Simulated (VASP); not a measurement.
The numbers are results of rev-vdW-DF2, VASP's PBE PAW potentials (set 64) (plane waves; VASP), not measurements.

Input for VASP

File POSCAR:
```
FeAl
1
    2.7965886433     0.0000000000     0.0000000000
    0.0000000000     2.7965886433     0.0000000000
    0.0000000000     0.0000000000     2.7965886433
Al Fe
1 1
Direct
  0.5000000000   0.5000000000   0.5000000000
  0.0000000000   0.0000000000   0.0000000000
```

**INCAR**
```
AGGAC = 0.0
ALGO = Normal
EDIFF = 1E-7
ENCUT = 520
GGA = MK
ISIF = 2
ISMEAR = 1
LASPH = .TRUE.
LCHARG = .FALSE.
LMAXMIX = 4
LREAL = .FALSE.
LUSE_VDW = .TRUE.
LWAVE = .FALSE.
NELM = 100
PARAM1 = 0.1234568
PARAM2 = 0.7114
PREC = Accurate
SIGMA = 0.1
SYSTEM = FeAl
ZAB_VDW = -1.8867
```

**KPOINTS**
```
Automatic mesh
0
gamma
  13 13 13
0 0 0
```

POTCAR, in this order: Al Fe (PBE.64 set). Program: vasp_std.

Q: What will the output report for the number of irreducible k-points (NKPTS), largest plane-wave count, number of space-group operations, FFT grid (NGX, NGY, NGZ)?

A: 
```
Property                                       Value
--------------------------------------  ------------
number of irreducible k-points (NKPTS)            84
largest plane-wave count                         619
number of space-group operations                  48
FFT grid (NGX, NGY, NGZ)                24 × 24 × 24
```

The compound is FeAl in the CsCl type structure. This cell is one point of a volume scan, at 0.94 of the reference volume. The run is not spin-polarised, so no magnetic state was tried. The electron count is odd and the run is not spin-polarised, which forces a metal.
